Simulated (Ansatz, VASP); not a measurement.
# Cross-check of Al (Al(111), 5 layers) between VASP and Ansatz

One calculation is typed for both programs; each brings its own data sets. How far apart do they land? The cell is taken from a series of runs on this material, whose earlier steps may have relaxed, scaled, displaced or heated it; both programs get it as it stands.

Method: plane waves, with VASP 6.6.1 beside it; single point at PBE, in Ansatz 0.2.0.

## (1) Set-up

The cell holds 5 atoms: 5 Al. Its edges and angles: a = 2.864 Å, b = 2.864 Å, c = 25.353 Å, α = 90.0°, β = 90.0°, γ = 60.0°. Vacuum lies along c.

Coordinates:

```xyz
5
Lattice="2.8638 0.0000 0.0000 1.4319 2.4801 0.0000 0.0000 0.0000 25.3531" Properties=species:S:1:pos:R:3
Al    2.8638    1.6534    7.9922
Al    4.2957    2.4801   10.3481
Al    1.4319    0.8267   12.6765
Al    2.8638    1.6534   15.0049
Al    4.2957    2.4801   17.3609
```

## (2) VASP: single point, PBE

A single point gives forces, pressure and levels at one fixed geometry, so differences don't come from the geometry; what else differs is listed under the comparison.

Lines of VASP's logs that name or quote its potential files are left out, and so is its time.

File INCAR:

```
SYSTEM = Al
PREC = Accurate
ENCUT = 400
EDIFF = 1E-06
NELM = 120
ISMEAR = -1
SIGMA = 0.1
LREAL = .FALSE.
ALGO = Normal
GGA = PE
NBANDS = 13
LORBIT = 11
LWAVE = .FALSE.
LCHARG = .FALSE.
ISIF = 2
LDIPOL = .TRUE.
IDIPOL = 3
DIPOL = 0.5 0.5 0.5
LVHAR = .TRUE.
LASPH = .TRUE.
GGA_COMPAT = .FALSE.
NELMDL = -8
KPAR = 2
```

File POSCAR:

```
Al
1.0
    2.8637824638      0.0000000000      0.0000000000
    1.4318912319      2.4801083646      0.0000000000
    0.0000000000      0.0000000000     25.3530743609
Al
5
Direct
    0.6666666666      0.6666666666      0.3152363805
    1.0000000000      1.0000000000      0.4081615275
    0.3333333333      0.3333333333      0.5000000000
    0.6666666666      0.6666666666      0.5918384725
    1.0000000000      1.0000000000      0.6847636195
```

File KPOINTS:

```
Automatic mesh
0
Gamma
12 12 1
0 0 0
```

PAW data sets: Al (PBE family, release 64).

Run with:

```console
> mpirun -np 2 vasp_std
```

Numbers of over 12 decimals in the logs are rounded to 6 here.

The program printed:

```text
[banner, memory and clock lines left out]
running    2 mpi-ranks, on    1 nodes
 distrk:  each k-point on    1 cores,    2 groups
 distr:  one band on    1 cores,    1 groups

 POSCAR found type information on POSCAR Al
 POSCAR found :  1 types and       5 ions
 LDA part: xc-table for (Slater+PW92), standard interpolation
 POSCAR, INCAR and KPOINTS ok, starting setup
 FFT: planning ... GRIDC
 FFT: planning ... GRID_SOFT
 FFT: planning ... GRID
 WAVECAR not read
 entering main loop
       N       E                     dE             d eps       ncg     rms          rms(c)
DAV:   1     0.304793148628E+02    0.30479E+02   -0.39934E+03   494   0.645E+02
DAV:   2    -0.166628683676E+02   -0.47142E+02   -0.41721E+02   689   0.113E+02
DAV:   3    -0.186212114956E+02   -0.19583E+01   -0.19162E+01   660   0.239E+01
DAV:   4    -0.186879411202E+02   -0.66730E-01   -0.66671E-01   735   0.542E+00
DAV:   5    -0.186899178531E+02   -0.19767E-02   -0.19766E-02   793   0.916E-01
DAV:   6    -0.186899980983E+02   -0.80245E-04   -0.80245E-04   781   0.160E-01
DAV:   7    -0.186900010217E+02   -0.29233E-05   -0.29233E-05   764   0.254E-02
DAV:   8    -0.186900011014E+02   -0.79737E-07   -0.79691E-07   562   0.427E-03    0.312E+00
DAV:   9    -0.183022208493E+02    0.38778E+00   -0.29637E+00   557   0.851E+00    0.206E+00
DAV:  10    -0.181103596290E+02    0.19186E+00   -0.86597E-01   559   0.604E+00    0.127E+00
DAV:  11    -0.180455368537E+02    0.64823E-01   -0.20818E-01   594   0.226E+00    0.313E-01
DAV:  12    -0.180441551281E+02    0.13817E-02   -0.13008E-02   620   0.698E-01    0.212E-01
DAV:  13    -0.180431318139E+02    0.10233E-02   -0.12785E-03   656   0.206E-01    0.128E-01
DAV:  14    -0.180417323528E+02    0.13995E-02   -0.10950E-03   604   0.144E-01    0.354E-02
DAV:  15    -0.180417334016E+02   -0.10487E-05   -0.30083E-04   619   0.763E-02    0.223E-02
DAV:  16    -0.180419397294E+02   -0.20633E-03   -0.27021E-04   559   0.628E-02    0.105E-02
DAV:  17    -0.180420685658E+02   -0.12884E-03   -0.28416E-05   583   0.296E-02    0.614E-03
DAV:  18    -0.180421757596E+02   -0.10719E-03   -0.20536E-05   534   0.195E-02    0.337E-03
DAV:  19    -0.180421994433E+02   -0.23684E-04   -0.79323E-06   563   0.847E-03    0.193E-03
DAV:  20    -0.180422635394E+02   -0.64096E-04   -0.27585E-06   485   0.482E-03    0.120E-03
DAV:  21    -0.180423261971E+02   -0.62658E-04   -0.72496E-06   517   0.656E-03    0.701E-04
DAV:  22    -0.180423384027E+02   -0.12206E-04   -0.10023E-06   456   0.271E-03    0.406E-04
DAV:  23    -0.180423391356E+02   -0.73291E-06   -0.32199E-08   422   0.799E-04
   1 F= -.18042339E+02 E0= -.18007858E+02  d E =-.689613E-01
```

OUTCAR, selected parts (step 2):

```text
ion  position               nearest neighbor table
   1  0.667  0.667  0.315-   2 2.88   2 2.88   2 2.88
   2  0.000  0.000  0.408-   3 2.86   3 2.86   3 2.86   1 2.88   1 2.88   1 2.88
   3  0.333  0.333  0.500-   2 2.86   4 2.86   4 2.86   2 2.86   4 2.86   2 2.86
   4  0.667  0.667  0.592-   3 2.86   3 2.86   3 2.86   5 2.88   5 2.88   5 2.88
   5  0.000  0.000  0.685-   4 2.88   4 2.88   4 2.88

  LATTYP: Found a hexagonal cell.
 ALAT       =     2.8637824638
 C/A-ratio  =     8.8530028663

 Subroutine GETGRP returns: Found 12 space group operations
 (whereof  6 operations were pure point group operations)

The static configuration has the point symmetry C_3v.
 The point group associated with its full space group is D_3d.

 Found     19 irreducible k-points:

   k-points           NKPTS =     19   k-points in BZ     NKDIM =     19   number of bands    NBANDS=     13

   dimension x,y,z NGX =    20 NGY =   20 NGZ =  168
   dimension x,y,z NGXF=    40 NGYF=   40 NGZF=  336

   ENCUT  =  400.0 eV  29.40 Ry    5.42 a.u.   4.67  4.67 41.34*2*pi/ulx,y,z

   NELECT =      15.0000    total number of electrons

 k-points in reciprocal lattice and weights: Automatic mesh
   0.00000000  0.00000000  0.00000000       0.007
   0.08333333 -0.00000000  0.00000000       0.042
   0.16666667  0.00000000  0.00000000       0.042
   0.25000000  0.00000000  0.00000000       0.042
   0.33333333  0.00000000  0.00000000       0.042
   0.41666667 -0.00000000  0.00000000       0.042
   0.50000000  0.00000000  0.00000000       0.021
   0.16666667  0.08333333  0.00000000       0.042
   0.25000000  0.08333333  0.00000000       0.083
[...]
-0.41666667  0.25000000  0.00000000       0.083
  -0.33333333  0.33333333  0.00000000       0.014

 dipolmoment           0.000000      0.000000      0.000000 electrons x Angstroem

 average (electrostatic) potential at core
       1 -79.2382       2 -79.1243       3 -79.1080       4 -79.1243       5 -79.2382

 E-fermi :   1.4939

 k-point     1 :       0.0000    0.0000    0.0000
  band No.  band energies     occupation
    ...
      3      -7.5432      2.00000
      4      -6.0492      2.00000
      5      -4.1306      2.00000
      6      -2.0842      2.00000
      7       0.3363      1.99998
      8       2.6875      0.00001
      9       4.5286      0.00000
     10       5.5135      0.00000
     11       5.7570      0.00000
     12       7.2161      0.00000
    ...

 k-point     2 :       0.0833   -0.0000    0.0000
  band No.  band energies     occupation
    ...
      3      -7.3779      2.00000
      4      -5.8851      2.00000
      5      -3.9667      2.00000
      6      -1.9277      2.00000
      7       0.4924      1.99991
      8       2.8410      0.00000
      9       4.6863      0.00000
     10       5.6758      0.00000
     11       5.9202      0.00000
     12       7.3670      0.00000
    ...

 k-point     3 :       0.1667    0.0000    0.0000
  band No.  band energies     occupation
    ...
      3      -6.8835      2.00000
      4      -5.3943      2.00000
      5      -3.4771      2.00000
      6      -1.4589      2.00000
      7       0.9559      1.99083
      8       3.2874      0.00000
      9       5.1277      0.00000
     10       6.1173      0.00000
     11       6.3649      0.00000
     12       6.7931      0.00000
    ...

  Total       -1.6626124     -1.6626124      0.0394295      0.0000000      0.0000000      0.0000000
  in kB      -14.7931370    -14.7931370      0.3508246      0.0000000      0.0000000      0.0000000
  external PRESSURE =      -9.7451498 kB  Pullay stress =       0.0000000 kB

  energy-cutoff  :      400.00
  volume of cell :      180.07
      direct lattice vectors                 reciprocal lattice vectors
     2.863782464  0.000000000  0.000000000     0.349188534 -0.201604094  0.000000000
     1.431891232  2.480108365  0.000000000     0.000000000  0.403208188  0.000000000
     0.000000000  0.000000000 25.353074361     0.000000000  0.000000000  0.039442948

 POSITION                                       TOTAL-FORCE (eV/Angst)
 -----------------------------------------------------------------------------------
      2.86378      1.65341      7.99221         0.000000      0.000000     -0.009925
      0.00000      0.00000     10.34815        -0.000000      0.000000      0.008881
      1.43189      0.82670     12.67654         0.000000     -0.000000     -0.000000
      2.86378      1.65341     15.00492         0.000000     -0.000000     -0.008881
      0.00000      0.00000     17.36086        -0.000000     -0.000000      0.009925
 -----------------------------------------------------------------------------------
    total drift:                               -0.000000     -0.000000      0.000001

  FREE ENERGIE OF THE ION-ELECTRON SYSTEM (eV)
  ---------------------------------------------------
  free  energy   TOTEN  =       -18.0423391356 eV

  energy  without entropy=      -17.9733778107  energy(sigma->0) =      -18.00785847

 vacuum level on the upper side and lower side of the slab         5.611         5.611

 total charge
# of ion       s       p       d       tot
------------------------------------------
    1        0.451   0.304   0.000   0.756
    2        0.431   0.336   0.000   0.767
    3        0.433   0.337   0.000   0.769
    4        0.431   0.336   0.000   0.767
    5        0.451   0.304   0.000   0.756
--------------------------------------------------
tot          2.197   1.618   0.000   3.816

[... 3 further parts left out ...]
```

## (3) Ansatz: single point, PBE

Ansatz runs on its default PAW (the set named soft_2) files.

The same cell, functional, mesh and smearing now go to Ansatz, which takes its cutoff from its data sets.

File input.yaml:

```yaml
crystal:
  lattice:
    - [2.8637824638, 0.0, 0.0]
    - [1.4318912319, 2.4801083646, 0.0]
    - [0.0, 0.0, 25.3530743609]
  atoms:
    - { symbol: Al, position: [0.6666666667, 0.6666666667, 0.3152363805] }
    - { symbol: Al, position: [0.0, 0.0, 0.4081615275] }
    - { symbol: Al, position: [0.3333333333, 0.3333333333, 0.5] }
    - { symbol: Al, position: [0.6666666667, 0.6666666667, 0.5918384725] }
    - { symbol: Al, position: [0.0, 0.0, 0.6847636195] }
kpoints:
  mp_grid: { grid: [12, 12, 1] }
hamiltonian:
  xc: pbe
scf:
  occupations: { method: fermi_dirac, width: 0.1 }
  convergence: { dr2_threshold: 1.0e-08 }
efield:
  axis: 3
  dipole_correction: true
  ramp_position: 0.97
  ramp_width: 0.04
output:
  write_potential: true
  write_density: true
  volumetric_format: npy
```

Run with:

```console
> ansatz run input.yaml --threads 2 --pin off --max-ram 4096MiB --backend cpu --events-out ev --progress --plain --runs-dir out
```

The program printed:

```text
Engine: ansatz 0.2.0, aarch64-unknown-linux-gnu
Pseudopotentials: kind: paw
Pseudopotential: Al, paw, valence charge 3, recommended cutoff 420 eV (normal), Al.paw.azcp
Functional definition: PBE
  parameter kappa = 0.804
  parameter beta = 0.066725
  exchange = pbe_x(kappa = kappa, mu = beta*pi^2/3)
  correlation = pbe_c(beta = beta)
Crystal: 5 atoms, lattice volume = 180.070 Å³
Basis set: ecut = 420 eV, 3541 PW (Γ)
Bands: 13, of which v1, the nominal top of the filled ones, is band 8 counted from 1 (7 counted from 0)
Symmetry: 6 space group operations
k-points: 19 of 144 (time reversal used)
Non-local potential: Al, projectors of the file, l = 0: 2, l = 1: 2, l = 2: 1
PAW form: soft (Blöchl's): semilocal exchange-correlation on the pseudo side does not see the compensation charge
PAW one-centre angular grid: Al, 110 points (default); XC on 64 Gauss nodes
Initial density: superposition of atomic densities (neutral atoms: chi_scale 0, normalization atom), corrected by the library's trained network
Initial wavefunctions: pseudopotential atomic-orbital guess
Functional: x = pbe(κ = 0.804, μ = 0.219515), c = pbe(β = 0.066725)
SCF iter   1: F=—  HF=-2686.827680 eV  |F-HF|=—  |Δ(HF+E_count)|=         —  Δρ=1.17e-3  dr2=4.11e-2  ethr=1.77e-3  p=0.000 e·Å  D=3.31e-4 V/Å  ΔV_dip=-0.01 eV  dr2_dipole=7.40e-5  V_vac-E_F(+/−)=3.96/3.97 eV  ⟨swp⟩=8.4  Hψ=2038  notcnv=0
efield: sawtooth ramp at fractional position 0.9700 (set: `efield.ramp_position`, or a place that a band, a saddle search or an elastic batch's reference lends), width 0.0400; the density the first Hamiltonian is built on has a dipole p = 0.000 e·Å; the dipole correction subtracts the counter field D = 3.31e-4 V/Å, which shifts the + side's vacuum level by -0.01 eV against the − side's; the planar-averaged density in the ramp window peaks in size at 9.4e-6 e/Å³
preconditioner: auto → LDOS  [metal: Δε(μ)=0.130 eV  Ē_g=6.765 eV  σ=0.100 eV  W_gap=0.31  n_scr=14 (ndim 8)  ℏωp=10.7 eV  f_vac=0.439  D(μ)=2.07/eV (n_scr^D=10)  β→1.0]
SCF iter   2: F=—  HF=-2686.826022 eV  |F-HF|=—  |Δ(HF+E_count)|=   1.66e-3  Δρ=3.25e-4  dr2=6.66e-4  ethr=2.74e-4  p=0.000 e·Å  D=1.01e-5 V/Å  ΔV_dip=-0.00 eV  dr2_dipole=3.96e-6  V_vac-E_F(+/−)=4.10/4.10 eV  ⟨swp⟩=1.5  Hψ=432  notcnv=0  defer=5
SCF iter   3: F=—  HF=-2686.826141 eV  |F-HF|=—  |Δ(HF+E_count)|=   1.20e-4  Δρ=7.01e-5  dr2=8.34e-5  ethr=4.44e-6  p=0.000 e·Å  D=1.25e-5 V/Å  ΔV_dip=-0.00 eV  dr2_dipole=2.40e-9  V_vac-E_F(+/−)=4.11/4.11 eV  ⟨swp⟩=2.3  Hψ=408  notcnv=0  defer=5
SCF iter   4: F=—  HF=-2686.826141 eV  |F-HF|=—  |Δ(HF+E_count)|=   1.68e-7  Δρ=1.64e-5  dr2=2.79e-6  ethr=5.56e-7  p=0.000 e·Å  D=7.05e-6 V/Å  ΔV_dip=-0.00 eV  dr2_dipole=1.07e-8  V_vac-E_F(+/−)=4.11/4.11 eV  ⟨swp⟩=1.6  Hψ=282  notcnv=0  defer=5
SCF iter   5: F=—  HF=-2686.826143 eV  |F-HF|=—  |Δ(HF+E_count)|=   1.44e-6  Δρ=3.35e-6  dr2=7.78e-8  ethr=1.86e-8  p=0.000 e·Å  D=2.52e-6 V/Å  ΔV_dip=-0.00 eV  dr2_dipole=2.20e-11  V_vac-E_F(+/−)=4.11/4.11 eV  ⟨swp⟩=2.4  Hψ=389  notcnv=0  defer=5
SCF iter   6: F=-2686.826143 eV  HF=-2686.826143 eV  |F-HF|=3.43e-10  |Δ(HF+E_count)|=   7.96e-8  Δρ=9.54e-7  dr2=4.93e-9  ethr=6.67e-11  p=0.000 e·Å  D=2.36e-6 V/Å  ΔV_dip=-0.00 eV  dr2_dipole=2.01e-15  V_vac-E_F(+/−)=4.12/4.12 eV  ⟨swp⟩=7.3  Hψ=1092  notcnv=0
SCF 1 converged in 6 iterations: F = -2686.826143 eV  dr2 = 4.93e-9
  greatest PAW one-centre occupation: 0.462 electrons in one spin orbital (limit 2), on the Al atom at site 4 (counted from 0), in its partial waves of l = 0
WARN: The output density's exchange-correlation potential varies sharply where the density is thin. Do not read a vacuum level from v_tot or v_xc, or from such a field of the output density. On a cell that repeats whose density bears no net charge and no dipole along the vacuum's axis use v_es (v_loc + v_h of the components); under efield.dipole_correction with no amplitude use v_es + v_field, which holds any externa [...]
SCF converged after 6 iterations
Free energy (F): -2686.826143 eV
Harris-Foulkes:  -2686.826143 eV  (|F-HF|=3.43e-10)
Internal energy: -2686.757088 eV  (E = F + TS)
E sigma→0 (E₀):  -2686.791615 eV
Entropy (-TS):   -0.069054 eV (-13.811 meV/atom)
Fermi energy:    1.467308 eV
Dipole field:    D = 0.000002 V/Å  (p = 0.000002 e·Å, saw-weighted, corrected)
Work function:   Φ+ = 4.1154 eV   Φ− = 4.1155 eV
Levels:          The Fermi level and band energies are counted from a zero that moves with the ramp; work functions are not
--- Per-component energies (eV) ---
  E_band       = -41.008478
  E_kinetic    = 109.607528
  E_local      = -3489.718968  (includes V_loc(G=0)·N_el)
  E_nonlocal   = 51.953183
  E_hartree    = 1723.421110
  E_xc         = -196.261944
  E_vxc        = -141.548583  (∫ρ·V_xc dr)
  E_paw        = -2336.481431  (= ΣΔE_a)
  E_vpaw       = -18.146223  (= ΣTr[D̂ρ^β])
  E_aug_tail   = -0.000011  (compensation charges beyond the density's cutoff)
  E_efield     = 0.000000  (sawtooth field / dipole correction)
  E_vefield    = -0.000009  (∫n·V_field dr)
  E_ewald      = 1450.723446
  E_smearing   = -0.069054  (= −TS)
  E_closure    = -0.000000  (closes the sum)
  Σ components = -2686.826143   (vs F -2686.826143, Δ=0.00e0)
--- Band table (eV; the first three rows and the last of 19) ---
  k-point 0: bands = [... 4 lower, -4.1537, -2.1056, 0.3111, 2.6594, 4.4954, 5.4691, 5.7307, 7.2177, ... 1 higher]
  k-point 1: bands = [... 4 lower, -3.9897, -1.9492, 0.4671, 2.8128, 4.6529, 5.6314, 5.8934, 7.3684, ... 1 higher]
  k-point 2: bands = [... 4 lower, -3.5001, -1.4810, 0.9302, 3.2586, 5.0941, 6.0743, 6.3332, 6.7618, ... 1 higher]
  k-point 18: bands = [... 4 lower, -0.9096, -0.9095, -0.0936, -0.0936, 0.4060, 1.1760, 2.1218, 2.1218, ... 1 higher]
```

Reading the cycles: dr2 is the Hartree energy of the density residual (eV), the measure of convergence; HF is the Harris–Foulkes estimate of the energy, which meets the free energy F at convergence.

## (4) Comparison

Known differences besides the potentials themselves: the cutoff is 420 eV in Ansatz and 400 eV in VASP. Total energies have different zeros and are not compared.

The two programs side by side:

```
                                   quantity  Ansatz  VASP  difference
 work function, lower of the two faces (eV)    4.12  4.12        0.00
work function, higher of the two faces (eV)    4.12  4.12        0.00
```

With vacuum in the cell, a pressure given here is an average over mostly empty space and none of the material.

## (5) Summary of results

| Item | Value |
| --- | --- |
| difference in work function, lower of the two faces (single point, PBE) | -0.0017 eV |

**Reading.** The difference in work function, lower of the two faces is -0.0017 eV (single point, PBE). How closely two codes agree says nothing of how well the functional describes the real material.

[Lines on the potential files, build, host, timing and source positions are cut from VASP's logs without a mark.]

[Logs are printed without paths, hosts, clocks, repeated set-up lines and the standing remarks that a program may print on its own settings, such as how far it seeks lower states.]

[Hosts, paths, dates, database ids (printed as entryN), source tags and the programs' standing remarks are cut or masked in the printed files.]
